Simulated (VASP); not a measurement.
Consider the following.

```
SnO
1.0
    3.76123     0.00000     0.00000
    0.00000     3.76123     0.00000
    0.00000     0.00000     4.70333
Sn O
2 2
Direct
  0.50000   0.00000   0.75772
  0.00000   0.50000   0.24228
  0.50000   0.50000   0.00000
  0.00000   0.00000   0.00000
```

Computed with r2SCAN+rVV10, VASP's PBE PAW potentials (set 64) (plane waves; VASP 6.6.1). Settings: 520 eV cut-off, 6×6×5 Γ-centred mesh, Gaussian smearing of 0.050 eV, potentials Sn_d O.

**Question.** The ions and cell shape at fixed volume are relaxed. Which structure does the run end with?

**Answer.** 
```
SnO
1.0
    3.78066     0.00000     0.00000
    0.00000     3.78066     0.00000
    0.00000     0.00000     4.65510
Sn O
2 2
Direct
  0.50000   0.00000   0.75206
  0.00000   0.50000   0.24794
  0.50000   0.50000   0.00000
  0.00000   0.00000   0.00000
```
Space group P4/nmm (129), at a tolerance of 0.03 Å.

**Question.** How much energy does the relaxation gain?

**Answer.** The energy (σ→0) changes by -3.6 meV/atom, in 6 ionic steps.

The compound is SnO in the litharge structure. This cell is one point of a volume scan, at 0.97 of the reference volume. Symmetry was kept, so distortions that lower it aren't found.
